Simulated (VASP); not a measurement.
Input:

```
CELL_PARAMETERS angstrom
     -1.63710     1.63710     4.00350
      1.63710    -1.63710     4.00350
      1.63710     1.63710    -4.00350
ATOMIC_POSITIONS crystal
  Si 0.66500 0.66500 0.00000
  Si 0.33500 0.33500 0.00000
  Mo 0.00000 0.00000 0.00000
```

All values below come from PBE GGA, VASP's PBE PAW potentials (set 64) (plane waves; VASP 6.6.1). Settings: EDIFF = 1E-4, 400 eV cut-off, 12×12×12 Γ-centred mesh, first-order Methfessel-Paxton smearing of 0.10 eV, potentials Si Mo_sv.

Q: Predict the energy per atom (σ→0), pressure, largest force, band gap (on the k-mesh) with the smallest direct gap where there is one.

A: 
* **band gap (on the k-mesh)**: none (metal, semimetal or under 0.01 eV)
* **energy per atom (σ→0)**: -7.730 eV/atom
* **pressure**: -10.46 GPa
* **largest force**: 0.123 eV/Å

The absolute energy has meaning only against runs of the same code, potentials and settings.

The compound is MoSi2 in the MoSi2 type structure. The cell was not relaxed at this level. The run is one of a series of settings (EDIFF = 1E-4 against the base run), some of them coarse on purpose.
